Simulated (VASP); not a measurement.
All values below come from PBEsol GGA, VASP's PBE PAW potentials (set 64) (plane waves; VASP).

Input for VASP

### POSCAR
```
LiNbO3
1
    2.5963877874     1.4990254319     4.7022059707
   -2.5963878222     1.4990253716     4.7022059707
    0.0000000348    -2.9980508035     4.7022059707
Li Nb O
2 2 6
Direct
  0.6414358747   0.6414358747   0.6414358747
  0.3585641253   0.3585641253   0.3585641253
  0.8554736366   0.8554736366   0.8554736366
  0.1445263634   0.1445263634   0.1445263634
  0.0444643681   0.4384576248   0.7829117614
  0.9555356319   0.5615423752   0.2170882386
  0.7829117614   0.0444643680   0.4384576248
  0.2170882386   0.9555356320   0.5615423752
  0.4384576248   0.7829117615   0.0444643681
  0.5615423752   0.2170882385   0.9555356319
```

KPOINTS:
```
Automatic mesh
0
Gamma
5 5 5
0 0 0
```

INCAR:
```
# general
SYSTEM =LiNbO3
PREC   =Accurate
ENCUT  =520
LREAL  =.False.
LASPH  =.True.

# electronic loop
EDIFF  =1E-6
NELM   =100
ALGO   =Normal
LMAXMIX=4

# smearing
ISMEAR =0
SIGMA  =0.05

# functional
GGA    =PS

# ions
IBRION =2
NSW    =60
ISIF   =3
EDIFFG =-0.02

# output
LWAVE  =.False.
LCHARG =.False.
```

POTCAR, in this order: Li_sv Nb_sv O (PBE.64 set). Program: vasp_std.

Output of the run:

**OSZICAR**
```
...
DAV:   8    -0.831800315187E+02    0.15641E-01   -0.77789E-01  2920   0.583E+00    0.167E+00
DAV:   9    -0.831840716232E+02   -0.40401E-02   -0.11102E-01  2712   0.237E+00    0.717E-01
DAV:  10    -0.831869833484E+02   -0.29117E-02   -0.19546E-02  2848   0.102E+00    0.131E-01
DAV:  11    -0.831873263287E+02   -0.34298E-03   -0.16130E-03  2752   0.251E-01    0.339E-02
DAV:  12    -0.831873614177E+02   -0.35089E-04   -0.20958E-04  2536   0.115E-01    0.105E-02
DAV:  13    -0.831873649450E+02   -0.35273E-05   -0.40039E-05  2944   0.334E-02    0.106E-02
DAV:  14    -0.831873645870E+02    0.35804E-06   -0.11193E-05  2600   0.257E-02    0.299E-03
DAV:  15    -0.831873644661E+02    0.12088E-06   -0.80352E-07  1376   0.781E-03
   1 F= -.83187364E+02 E0= -.83187364E+02  d E =-.831874E+02
       N       E                     dE             d eps       ncg     rms          rms(c)
DAV:   1    -0.831882710635E+02   -0.90648E-03   -0.11599E-01  1840   0.231E+00    0.166E-01
DAV:   2    -0.831880247103E+02    0.24635E-03   -0.40851E-03  2312   0.479E-01    0.925E-02
DAV:   3    -0.831878445343E+02    0.18018E-03   -0.83160E-04  2368   0.199E-01    0.267E-02
DAV:   4    -0.831878487684E+02   -0.42341E-05   -0.12001E-04  3056   0.574E-02    0.150E-02
DAV:   5    -0.831878490155E+02   -0.24712E-06   -0.85768E-06  2616   0.166E-02
   2 F= -.83187849E+02 E0= -.83187849E+02  d E =-.484549E-03
       N       E                     dE             d eps       ncg     rms          rms(c)
DAV:   1    -0.831890468982E+02   -0.11981E-02   -0.22952E-01  1840   0.324E+00    0.234E-01
DAV:   2    -0.831885452748E+02    0.50162E-03   -0.80073E-03  2288   0.673E-01    0.130E-01
DAV:   3    -0.831881904733E+02    0.35480E-03   -0.16924E-03  2352   0.283E-01    0.383E-02
DAV:   4    -0.831882001827E+02   -0.97094E-05   -0.24789E-04  3048   0.824E-02    0.221E-02
DAV:   5    -0.831882016609E+02   -0.14782E-05   -0.18482E-05  2760   0.244E-02    0.165E-02
DAV:   6    -0.831882016559E+02    0.50550E-08   -0.91368E-06  2552   0.163E-02
   3 F= -.83188202E+02 E0= -.83188202E+02  d E =-.837190E-03
       N       E                     dE             d eps       ncg     rms          rms(c)
DAV:   1    -0.831910885190E+02   -0.28869E-02   -0.91435E-01  1840   0.647E+00    0.463E-01
DAV:   2    -0.831891270791E+02    0.19614E-02   -0.31999E-02  2296   0.134E+00    0.260E-01
DAV:   3    -0.831877079494E+02    0.14191E-02   -0.68010E-03  2344   0.565E-01    0.758E-02
DAV:   4    -0.831877486323E+02   -0.40683E-04   -0.98928E-04  3056   0.166E-01    0.426E-02
DAV:   5    -0.831877563503E+02   -0.77180E-05   -0.73589E-05  2792   0.485E-02    0.317E-02
DAV:   6    -0.831877596180E+02   -0.32677E-05   -0.35155E-05  2848   0.313E-02    0.135E-02
DAV:   7    -0.831877602764E+02   -0.65845E-06   -0.13609E-05  2880   0.172E-02    0.466E-03
DAV:   8    -0.831877598814E+02    0.39502E-06   -0.65007E-07  1016   0.699E-03
   4 F= -.83187760E+02 E0= -.83187760E+02  d E =-.395415E-03
       N       E                     dE             d eps       ncg     rms          rms(c)
DAV:   1    -0.831900777753E+02   -0.23175E-02   -0.50743E-01  1840   0.483E+00    0.348E-01
DAV:   2    -0.831889735396E+02    0.11042E-02   -0.17950E-02  2296   0.100E+00    0.193E-01
DAV:   3    -0.831881788261E+02    0.79471E-03   -0.35507E-03  2384   0.413E-01    0.554E-02
DAV:   4    -0.831882053982E+02   -0.26572E-04   -0.50735E-04  3048   0.117E-01    0.308E-02
DAV:   5    -0.831882148182E+02   -0.94200E-05   -0.36807E-05  2904   0.338E-02    0.224E-02
DAV:   6    -0.831882219400E+02   -0.71218E-05   -0.18339E-05  2760   0.229E-02    0.920E-03
DAV:   7    -0.831882252839E+02   -0.33439E-05   -0.71970E-06  2672   0.126E-02    0.338E-03
DAV:   8    -0.831882257489E+02   -0.46507E-06   -0.41282E-07   992   0.533E-03
   5 F= -.83188226E+02 E0= -.83188226E+02  d E =-.861283E-03
       N       E                     dE             d eps       ncg     rms          rms(c)
DAV:   1    -0.831884122225E+02   -0.18694E-03   -0.35326E-02  1840   0.113E+00    0.505E-02
DAV:   2    -0.831884398624E+02   -0.27640E-04   -0.72875E-04  2376   0.218E-01    0.394E-02
DAV:   3    -0.831884260846E+02    0.13778E-04   -0.36882E-05  2240   0.410E-02    0.215E-02
DAV:   4    -0.831884230038E+02    0.30807E-05   -0.11954E-05  2552   0.243E-02    0.444E-03
DAV:   5    -0.831884230345E+02   -0.30672E-07   -0.12257E-06   960   0.823E-03
   6 F= -.83188423E+02 E0= -.83188423E+02  d E =-.197286E-03
       N       E                     dE             d eps       ncg     rms          rms(c)
DAV:   1    -0.831885157440E+02   -0.92740E-04   -0.81982E-02  1840   0.172E+00    0.766E-02
DAV:   2    -0.831885793192E+02   -0.63575E-04   -0.16958E-03  2376   0.333E-01    0.602E-02
DAV:   3    -0.831885472649E+02    0.32054E-04   -0.86467E-05  2232   0.625E-02    0.331E-02
DAV:   4    -0.831885399618E+02    0.73030E-05   -0.28534E-05  2800   0.373E-02    0.680E-03
DAV:   5    -0.831885401138E+02   -0.15195E-06   -0.33433E-06  1840   0.120E-02
   7 F= -.83188540E+02 E0= -.83188540E+02  d E =-.314365E-03
       N       E                     dE             d eps       ncg     rms          rms(c)
DAV:   1    -0.831886031424E+02   -0.63181E-04   -0.42522E-03  1864   0.420E-01    0.231E-02
DAV:   2    -0.831886051095E+02   -0.19672E-05   -0.13796E-04  2384   0.837E-02    0.122E-02
DAV:   3    -0.831886023499E+02    0.27596E-05   -0.15306E-05  2792   0.288E-02    0.412E-03
DAV:   4    -0.831886022625E+02    0.87365E-07   -0.18860E-06  1392   0.734E-03
   8 F= -.83188602E+02 E0= -.83188602E+02  d E =-.621487E-04
       N       E                     dE             d eps       ncg     rms          rms(c)
DAV:   1    -0.831887498525E+02   -0.14750E-03   -0.38209E-02  1872   0.126E+00    0.681E-02
DAV:   2    -0.831887631353E+02   -0.13283E-04   -0.12132E-03  2368   0.250E-01    0.352E-02
DAV:   3    -0.831887378568E+02    0.25279E-04   -0.13696E-04  2920   0.854E-02    0.125E-02
DAV:   4    -0.831887387642E+02   -0.90740E-06   -0.20769E-05  3096   0.207E-02    0.860E-03
DAV:   5    -0.831887386201E+02    0.14408E-06   -0.99272E-07  1128   0.712E-03
   9 F= -.83188739E+02 E0= -.83188739E+02  d E =-.198506E-03
       N       E                     dE             d eps       ncg     rms          rms(c)
DAV:   1    -0.831888412148E+02   -0.10245E-03   -0.15281E-01  1864   0.252E+00    0.136E-01
DAV:   2    -0.831888893124E+02   -0.48098E-04   -0.48613E-03  2360   0.500E-01    0.706E-02
DAV:   3    -0.831887863450E+02    0.10297E-03   -0.54972E-04  2864   0.172E-01    0.251E-02
DAV:   4    -0.831887911784E+02   -0.48334E-05   -0.85382E-05  3104   0.424E-02    0.172E-02
DAV:   5    -0.831887919873E+02   -0.80892E-06   -0.61695E-06  2408   0.144E-02
  10 F= -.83188792E+02 E0= -.83188792E+02  d E =-.251874E-03
       N       E                     dE             d eps       ncg     rms          rms(c)
DAV:   1    -0.831888096934E+02   -0.18515E-04   -0.14430E-02  1864   0.775E-01    0.419E-02
DAV:   2    -0.831888159338E+02   -0.62405E-05   -0.48210E-04  2528   0.155E-01    0.239E-02
DAV:   3    -0.831888042154E+02    0.11718E-04   -0.45262E-05  2760   0.501E-02    0.722E-03
DAV:   4    -0.831888046863E+02   -0.47090E-06   -0.75749E-06  2576   0.129E-02
  11 F= -.83188805E+02 E0= -.83188805E+02  d E =-.264573E-03
       N       E                     dE             d eps       ncg     rms          rms(c)
DAV:   1    -0.831888663316E+02   -0.62116E-04   -0.20166E-02  1840   0.749E-01    0.282E-02
DAV:   2    -0.831888870331E+02   -0.20702E-04   -0.31959E-04  2264   0.114E-01    0.116E-02
DAV:   3    -0.831888847405E+02    0.22926E-05   -0.21102E-05  2648   0.304E-02    0.417E-03
DAV:   4    -0.831888850882E+02   -0.34766E-06   -0.25443E-06  1472   0.995E-03
  12 F= -.83188885E+02 E0= -.83188885E+02  d E =-.804018E-04
```

OUTCAR:
```
------------------------ aborting loop because EDIFF is reached ----------------------------------------
  FORCE on cell =-STRESS in cart. coord.  units (eV):
  Direction    XX          YY          ZZ          XY          YZ          ZX
  --------------------------------------------------------------------------------------
  Total       -0.0474641     -0.0474641     -0.0442464     -0.0000002     -0.0000000      0.0000000
  in kB       -0.6893548     -0.6893549     -0.6426219     -0.0000034     -0.0000000      0.0000000
  external PRESSURE =      -0.6737772 kB  Pullay stress =       0.0000000 kB
  volume of cell :      110.31
      direct lattice vectors                 reciprocal lattice vectors
     2.597188963  1.499488025  4.721017090     0.192515830  0.111149056  0.070606254
    -2.597189027  1.499487914  4.721017090    -0.192515834  0.111149048  0.070606254
     0.000000064 -2.998975939  4.721017090     0.000000005 -0.222298105  0.070606254
 POSITION                                       TOTAL-FORCE (eV/Angst)
 -----------------------------------------------------------------------------------
     -0.00000      0.00000      9.09928         0.000000     -0.000000      0.017216
     -0.00000      0.00000      5.06377        -0.000000      0.000000     -0.017216
     -0.00000      0.00000     12.11552         0.000000      0.000000     -0.009469
      0.00000      0.00000      2.04753         0.000000     -0.000000      0.009469
     -1.02665     -1.62765      5.97853        -0.006826      0.004401     -0.005778
      1.02665      1.62765      8.18452         0.006826     -0.004401      0.005778
      1.92291     -0.07528      5.97853        -0.000398     -0.008112     -0.005778
     -1.92291      0.07528      8.18452         0.000398      0.008112      0.005778
     -0.89626      1.70293      5.97853         0.007224      0.003711     -0.005778
      0.89626     -1.70293      8.18452        -0.007224     -0.003711      0.005778
 -----------------------------------------------------------------------------------
    total drift:                                0.000000      0.000000     -0.000000
  FREE ENERGIE OF THE ION-ELECTRON SYSTEM (eV)
  ---------------------------------------------------
  free  energy   TOTEN  =       -83.1888850882 eV

  energy  without entropy=      -83.1888850882  energy(sigma->0) =      -83.18888509

 reached required accuracy - stopping structural energy minimisation
```
(Selected blocks of OUTCAR.)

File CONTCAR:
```
LiNbO3
   1.00000000000000
     2.5971889633846690    1.4994880246745035    4.7210170901760744
    -2.5971890271236822    1.4994879142506461    4.7210170901760744
     0.0000000637390132   -2.9989759389251498    4.7210170901760744
  Li              Nb              O
     2     2     6
Direct
     0.6424663422079137    0.6424663422079137    0.6424663422079137
     0.3575336577920863    0.3575336577920863    0.3575336577920863
     0.8554316460447720    0.8554316460447720    0.8554316460447720
     0.1445683539552280    0.1445683539552280    0.1445683539552280
     0.0435640743930350    0.4388565070585395    0.7839446230996225
     0.9564359256069653    0.5611434929414605    0.2160553769003775
     0.7839446230996048    0.0435640742930310    0.4388565070585593
     0.2160553769003953    0.9564359257069690    0.5611434929414404
     0.4388565070585572    0.7839446231996264    0.0435640743930150
     0.5611434929414427    0.2160553768003736    0.9564359256069850
```

The structure comes from a computed database's LiNbO3 entry (R-3); how it stands against other phases isn't given here. This run relaxes it. Symmetry was kept, so distortions that lower it aren't found. The start is the result of an earlier pass.
